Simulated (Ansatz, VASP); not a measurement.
# Co2Ru (Co-Ru-Co stack, (111) layers): VASP beside Ansatz, part 2 of 2

Aim: how closely do two programs agree when they are given the same cell, functional and k mesh? Of the first pair: The structure shown is the start of the Ansatz relaxation below; VASP solves that cell, so the two are compared at the walk's first step.

VASP 6.6.1 and Ansatz 0.2.0.

So far: Starting point; Ansatz: relaxation, LDA.

In doubt: warnings of the run leave room for a lower electronic state (step 2), so energies may not be the lowest and differences between runs may mislead.

## Step 3: VASP: single point, LDA, start cell, pair 1

Level of this step: LDA, spin-polarised from a ferromagnetic start; plane waves and PAW (Co, Ru_pv) (VASP).

The same cell, functional (in two slightly different forms), mesh and smearing now go to VASP, with its own data sets.

Lines of VASP's logs that name or quote its potential files are left out, and so is its time.

Contents of INCAR:

```
SYSTEM = Co2Ru
PREC = Accurate
ENCUT = 520
EDIFF = 1E-06
NELM = 200
ISMEAR = 0
SIGMA = 0.1
LREAL = .FALSE.
ALGO = Normal
GGA = CA
NBANDS = 25
ISPIN = 2
MAGMOM = 1.14 1.14 0.16
LASPH = .TRUE.
LMAXMIX = 4
LORBIT = 11
LWAVE = .FALSE.
LCHARG = .FALSE.
ISIF = 2
LDIPOL = .TRUE.
IDIPOL = 3
DIPOL = 0.5 0.5 0.236
LVHAR = .TRUE.
GGA_COMPAT = .FALSE.
NELMDL = -8
KPAR = 2
```

Contents of POSCAR:

```
Co2Ru
1.0
    2.6727240000      0.0000000000      0.0000000000
   -1.3363620000      2.3146470000      0.0000000000
    0.0000000000      0.0000000000     32.5290790000
Co Ru
2 1
Direct
    0.0000000000      0.0000000000      0.1690794873
    0.6666666667      0.3333333333      0.3032529756
    0.3333333333      0.6666666667      0.2361662315
```

Contents of KPOINTS:

```
Automatic mesh
0
Gamma
9 9 1
0 0 0
```

The projector-augmented-wave data sets are Co and Ru_pv (LDA family, release 64).

The run is started by

```bash
> mpirun -np 2 vasp_std
```

Numbers of over 12 decimals in the logs are rounded to 6 here.

The log of the run:

```text
[banner, memory and clock lines left out]
running    2 mpi-ranks, on    1 nodes
 distrk:  each k-point on    1 cores,    2 groups
 distr:  one band on    1 cores,    1 groups

 POSCAR found type information on POSCAR CoRu
 POSCAR found :  2 types and       3 ions
 LDA part: xc-table for (Slater(with rela. corr.)+CA(PZ))
 , standard interpolation
 POSCAR, INCAR and KPOINTS ok, starting setup
 FFT: planning ... GRIDC
 FFT: planning ... GRID_SOFT
 FFT: planning ... GRID
 WAVECAR not read
 entering main loop
       N       E                     dE             d eps       ncg     rms          rms(c)
DAV:   1     0.200278845735E+03    0.20028E+03   -0.14723E+04  1520   0.105E+03
DAV:   2    -0.170552784505E+02   -0.21733E+03   -0.20592E+03  1256   0.277E+02
DAV:   3    -0.267551295422E+02   -0.96999E+01   -0.88232E+01  1442   0.694E+01
DAV:   4    -0.270154774323E+02   -0.26035E+00   -0.25750E+00  1575   0.110E+01
DAV:   5    -0.270256726906E+02   -0.10195E-01   -0.10189E-01  1715   0.177E+00
DAV:   6    -0.270260628903E+02   -0.39020E-03   -0.39020E-03  1749   0.274E-01
DAV:   7    -0.270260693237E+02   -0.64335E-05   -0.64333E-05  1727   0.349E-02
DAV:   8    -0.270260695480E+02   -0.22429E-06   -0.22446E-06  1323   0.533E-03    0.204E+01
DAV:   9    -0.548162314911E+02   -0.27790E+02   -0.10529E+02  1452   0.146E+02    0.507E+01
DAV:  10    -0.248374905966E+02    0.29979E+02   -0.21364E+01  1430   0.691E+01    0.148E+01
DAV:  11    -0.252356493421E+02   -0.39816E+00   -0.17145E+01  1636   0.458E+01    0.165E+01
DAV:  12    -0.237531754744E+02    0.14825E+01   -0.16621E+00  1759   0.141E+01    0.762E+00
DAV:  13    -0.235005224199E+02    0.25265E+00   -0.41953E-01  1678   0.718E+00    0.350E+00
DAV:  14    -0.234671617639E+02    0.33361E-01   -0.61426E-02  1699   0.234E+00    0.230E+00
[...]
DAV:  32    -0.234742083427E+02   -0.15115E-04   -0.83921E-06  1388   0.266E-02    0.263E-02
DAV:  33    -0.234742259918E+02   -0.17649E-04   -0.65967E-06  1292   0.209E-02    0.188E-03
DAV:  34    -0.234742343808E+02   -0.83890E-05   -0.73521E-07   987   0.550E-03    0.273E-03
DAV:  35    -0.234742372222E+02   -0.28414E-05   -0.15211E-07   926   0.260E-03    0.312E-03
DAV:  36    -0.234742398395E+02   -0.26172E-05   -0.11416E-07   886   0.185E-03    0.175E-03
DAV:  37    -0.234742417145E+02   -0.18750E-05   -0.93201E-08   887   0.123E-03    0.111E-03
DAV:  38    -0.234742427456E+02   -0.10311E-05   -0.47184E-08   888   0.808E-04    0.829E-04
DAV:  39    -0.234742432493E+02   -0.50368E-06   -0.22899E-08   869   0.675E-04
   1 F= -.23474243E+02 E0= -.23457474E+02  d E =-.335376E-01  mag=     3.5186
```

Parts of OUTCAR (step 3):

```text
ion  position               nearest neighbor table
   1  0.000  0.000  0.169-   3 2.67   3 2.67   3 2.67
   2  0.667  0.333  0.303-   3 2.67   3 2.67   3 2.67
   3  0.333  0.667  0.236-   2 2.67   2 2.67   1 2.67   1 2.67   2 2.67   1 2.67

  LATTYP: Found a hexagonal cell.
 ALAT       =     2.6727240000
 C/A-ratio  =    12.1707587465

 Subroutine GETGRP returns: Found 12 space group operations
 (whereof  6 operations were pure point group operations)

The static configuration has the point symmetry C_3v.
 The point group associated with its full space group is D_3d.

 Found     12 irreducible k-points:

   k-points           NKPTS =     12   k-points in BZ     NKDIM =     12   number of bands    NBANDS=     25

   dimension x,y,z NGX =    20 NGY =   20 NGZ =  250
   dimension x,y,z NGXF=    40 NGYF=   40 NGZF=  500

   ENCUT  =  520.0 eV  38.22 Ry    6.18 a.u.   4.97  4.97 60.48*2*pi/ulx,y,z

   NELECT =      32.0000    total number of electrons

 k-points in reciprocal lattice and weights: Automatic mesh
   0.00000000  0.00000000  0.00000000       0.012
   0.11111111  0.00000000  0.00000000       0.074
   0.22222222  0.00000000  0.00000000       0.074
   0.33333333  0.00000000  0.00000000       0.074
   0.44444444  0.00000000  0.00000000       0.074
   0.11111111  0.11111111  0.00000000       0.074
   0.22222222  0.11111111  0.00000000       0.148
   0.33333333  0.11111111  0.00000000       0.148
   0.44444444  0.11111111  0.00000000       0.074
   0.22222222  0.22222222  0.00000000       0.074
   0.33333333  0.22222222  0.00000000       0.148
   0.33333333  0.33333333  0.00000000       0.025

 dipolmoment           0.000000      0.000000     -0.000000 electrons x Angstroem

 average (electrostatic) potential at core
       1 -90.3002       2 -90.3002       3 -82.2968

 E-fermi :  -2.3172

 spin component 1
 k-point     1 :       0.0000    0.0000    0.0000
  band No.  band energies     occupation
    ...
     15      -3.5333      1.00000
     16      -3.5333      1.00000
     17      -3.4063      1.00000
     18      -3.4063      1.00000
     19      -2.9782      1.00000
     20      -1.7667      0.00000
     21      -1.7667      0.00000
     22      -1.6415      0.00000
     23       2.5458      0.00000
     24       2.7338      0.00000
    ...

 k-point     2 :       0.1111    0.0000    0.0000
  band No.  band energies     occupation
    ...
     15      -3.9623      1.00000
     16      -3.6438      1.00000
     17      -3.6078      1.00000
     18      -3.3323      1.00000
     19      -2.6103      0.99998
     20      -2.2633      0.22295
     21      -1.8160      0.00000
     22      -0.2848      0.00000
     23       2.8704      0.00000
     24       3.1062      0.00000
    ...

 k-point     3 :       0.2222    0.0000    0.0000
  band No.  band energies     occupation
    ...
     15      -3.8041      1.00000
     16      -3.7837      1.00000
     17      -3.6716      1.00000
     18      -2.8020      1.00000
     19      -2.7230      1.00000
     20      -1.9364      0.00000
     21      -1.1326      0.00000
     22       1.3549      0.00000
     23       3.8282      0.00000
     24       4.2019      0.00000
    ...

 k-point     4 :       0.3333    0.0000    0.0000
  band No.  band energies     occupation
    ...
     13      -3.8735      1.00000
     14      -3.7551      1.00000
     15      -3.3805      1.00000
     16      -3.3485      1.00000
     17      -2.7906      1.00000
     18      -2.2289      0.10591
     19      -2.0854      0.00052
     20      -1.5599      0.00000
     21       0.3250      0.00000
     22       3.1606      0.00000
    ...

 k-point     5 :       0.4444    0.0000    0.0000
  band No.  band energies     occupation
    ...
     12      -3.7829      1.00000
     13      -3.4372      1.00000
     14      -3.0487      1.00000
     15      -3.0285      1.00000
     16      -2.9734      1.00000
     17      -2.1915      0.03777
     18      -1.5426      0.00000
     19      -0.4968      0.00000
     20      -0.3625      0.00000
     21       1.6455      0.00000
    ...

 k-point     6 :       0.1111    0.1111    0.0000
  band No.  band energies     occupation
    ...
     15      -3.9280      1.00000
     16      -3.8725      1.00000
     17      -3.6871      1.00000
     18      -2.9349      1.00000
     19      -2.6367      1.00000
     20      -2.0744      0.00030
     21      -1.3940      0.00000
     22       0.9140      0.00000
     23       3.5127      0.00000
     24       3.8417      0.00000
    ...

  Total       -8.9274404     -8.9274413     -6.6447138      0.0000000      0.0000000      0.0000000
  in kB      -71.0766409    -71.0766482    -52.9025022      0.0000000      0.0000000      0.0000000
  external PRESSURE =     -65.0185971 kB  Pullay stress =       0.0000000 kB

  energy-cutoff  :      520.00
  volume of cell :      201.24
      direct lattice vectors                 reciprocal lattice vectors
     2.672724000  0.000000000  0.000000000     0.374150118  0.216015660  0.000000000
    -1.336362000  2.314647000  0.000000000     0.000000000  0.432031321  0.000000000
     0.000000000  0.000000000 32.529079000     0.000000000  0.000000000  0.030741725

 POSITION                                       TOTAL-FORCE (eV/Angst)
 -----------------------------------------------------------------------------------
      0.00000      0.00000      5.50000        -0.000000      0.000000      1.519491
      1.33636      0.77155      9.86454         0.000000      0.000000     -1.519491
     -0.00000      1.54310      7.68227         0.000000      0.000000      0.000000
 -----------------------------------------------------------------------------------
    total drift:                                0.000000     -0.000000      0.000009

  FREE ENERGIE OF THE ION-ELECTRON SYSTEM (eV)
  ---------------------------------------------------
  free  energy   TOTEN  =       -23.4742432493 eV

  energy  without entropy=      -23.4407056395  energy(sigma->0) =      -23.45747444

 vacuum level on the upper side and lower side of the slab         2.912         2.912

 total charge
# of ion       s       p       d       tot
------------------------------------------
    1        0.420   0.308   7.198   7.926
    2        0.420   0.308   7.198   7.926
    3        0.384   6.260   5.903  12.546
--------------------------------------------------
tot          1.224   6.876  20.299  28.399

 magnetization (x)
# of ion       s       p       d       tot
------------------------------------------
    1       -0.004  -0.012   1.678   1.662
    2       -0.004  -0.012   1.678   1.662
    3       -0.005  -0.012   0.235   0.218
--------------------------------------------------
tot         -0.014  -0.036   3.592   3.542

[... 6 further parts left out ...]
```

The magnetic state follows from one typed start and may not be the lowest.

## Step 4: Differences

Known differences besides the potentials themselves: VASP starts from the moments at which Ansatz ended; the two LDA forms differ slightly; Ansatz cuts the interaction across the vacuum, VASP repeats the sheet with a dipole correction (LDIPOL); the data sets hold 50 valence electrons in Ansatz (on its PAW soft_1 files) and 32 in VASP; the cutoff is 420 eV in Ansatz and 520 eV in VASP; VASP's log shows a relativistic correction to its local exchange, Ansatz's none. Total energies have different zeros and are not compared.

Forces (eV/Å; atoms numbered as in POSCAR):

```tsv
atom	Ansatz x, y, z	VASP x, y, z
Co1	0.000, 0.000, 1.440	0.000, 0.000, 1.519
Co2	0.000, 0.000, -1.440	0.000, 0.000, -1.519
Ru3	0.000, 0.000, 0.000	0.000, 0.000, 0.000
```

The forces differ by 38 meV/Å r.m.s., which is 5.3 % of the r.m.s. force of 0.716 eV/Å (both taken over all components). Moments aren't recorded for both runs of this pair, so they may hold unlike magnetic states. Where the cell holds vacuum, a pressure given here is an average over it and none of the material.

## Step 5: Ansatz: relaxation, LDA

This run makes the geometry at which the two programs are then compared.

The structure compared here is the end of the Ansatz relaxation.

This is the run of step 2 again, met here at its other cell.

## Step 6: VASP: single point, LDA, relaxed cell, pair 2

The same cell, functional (in two slightly different forms), mesh and smearing now go to VASP, with its own data sets.

INCAR is that of step 3.

Contents of POSCAR:

```
Co2Ru
1.0
    2.5093543222      0.0000000000      0.0000000000
   -1.2546771611      2.1731645901      0.0000000000
    0.0000000000      0.0000000000     32.5290788497
Co Ru
2 1
Direct
    0.0000000000      0.0000000000      0.1744625013
    0.6666666667      0.3333333333      0.2978699638
    0.3333333333      0.6666666667      0.2361662325
```

KPOINTS is that of step 3.

The run is started by

```bash
> mpirun -np 2 vasp_std
```

The log of the run:

```text
[... set-up lines as in an earlier step ...]
 entering main loop
       N       E                     dE             d eps       ncg     rms          rms(c)
DAV:   1     0.233237662343E+03    0.23324E+03   -0.15288E+04  1456   0.109E+03
DAV:   2    -0.159413385244E+02   -0.24918E+03   -0.23544E+03  1239   0.296E+02
DAV:   3    -0.276986749533E+02   -0.11757E+02   -0.10976E+02  1459   0.821E+01
DAV:   4    -0.279567072449E+02   -0.25803E+00   -0.25706E+00  1516   0.120E+01
[...]
DAV:  33    -0.244371355759E+02   -0.18580E-05   -0.91208E-08   950   0.188E-03    0.240E-03
DAV:  34    -0.244371366597E+02   -0.10838E-05   -0.44185E-08   876   0.100E-03    0.156E-03
DAV:  35    -0.244371375265E+02   -0.86681E-06   -0.54933E-08   902   0.131E-03
   1 F= -.24437138E+02 E0= -.24431276E+02  d E =-.117227E-01  mag=     2.3482
```

From OUTCAR (step 6):

```text
  Total        0.1135782      0.1135782     -0.0443397      0.0000000      0.0000000     -0.0000000
  in kB        1.0258394      1.0258394     -0.4004762      0.0000000      0.0000000     -0.0000000
  external PRESSURE =       0.5504009 kB  Pullay stress =       0.0000000 kB

 POSITION                                       TOTAL-FORCE (eV/Angst)
 -----------------------------------------------------------------------------------
      0.00000      0.00000      5.67510         0.000000     -0.000000      0.006594
      1.25468      0.72439      9.68944        -0.000000      0.000000     -0.006594
     -0.00000      1.44878      7.68227        -0.000000      0.000000     -0.000000
 -----------------------------------------------------------------------------------
    total drift:                                0.000000     -0.000000     -0.000090

  FREE ENERGIE OF THE ION-ELECTRON SYSTEM (eV)
  ---------------------------------------------------
  free  energy   TOTEN  =       -24.4371375265 eV

  energy  without entropy=      -24.4254147797  energy(sigma->0) =      -24.43127615

 magnetization (x)
# of ion       s       p       d       tot
------------------------------------------
    1       -0.006  -0.010   1.096   1.080
    2       -0.006  -0.010   1.096   1.080
    3       -0.005  -0.009   0.185   0.172
--------------------------------------------------
tot         -0.017  -0.030   2.378   2.331

[... 1 part as in an earlier step ...]

[... 2 further parts left out ...]
[key lines of the parts left out:]
E-fermi :  -2.0167
```

The run ends at a pressure of 0.06 GPa, with forces up to 0.0066 eV/Å.

## Step 7: Comparison

What differs besides the data sets and the points named for the pairs above, as far as they apply: the data sets hold 50 valence electrons in Ansatz (on its PAW soft_1 files) and 32 in VASP; site moments are counted in spheres of each program's own size. Total energies have different zeros and are not compared.

Compared:

```tsv
quantity	Ansatz	VASP	difference
total moment (μB)	2.41	2.35	+0.07
moment on Co1 (μB)	1.15	1.08	+0.06
moment on Co2 (μB)	1.15	1.08	+0.06
moment on Ru3 (μB)	0.16	0.17	-0.01
```

The largest component of a force difference here is 7 meV/Å. Where the cell holds vacuum, a pressure given here is an average over it and none of the material.

## Step 8: Results

```
r.m.s. force difference (single point, LDA, start cell, pair 1)      : 5.3 % of the r.m.s. force
difference in total moment (single point, LDA, relaxed cell, pair 2) : 0.066 μB
```

In words: The r.m.s. force difference is 5.3 % of the r.m.s. force (single point, LDA, start cell, pair 1), beyond the 3 % picked in this series as the mark of a large difference. The data sets hold unlike numbers of valence electrons (50 in Ansatz and 32 in VASP), so part of the differences may come from the potentials. What causes the difference of the single point, LDA, start cell, pair 1 pair stays open here. How closely two codes agree says nothing of how well the functional describes the real material.

[Lines on the potential files, build, host, timing and source positions are cut from VASP's logs without a mark.]

[Logs are printed without paths, hosts, clocks, repeated set-up lines and the standing remarks that a program may print on its own settings, such as how far it seeks lower states.]

[Hosts, paths, dates, database ids (printed as entryN), source tags and the programs' standing remarks are cut or masked in the printed files.]
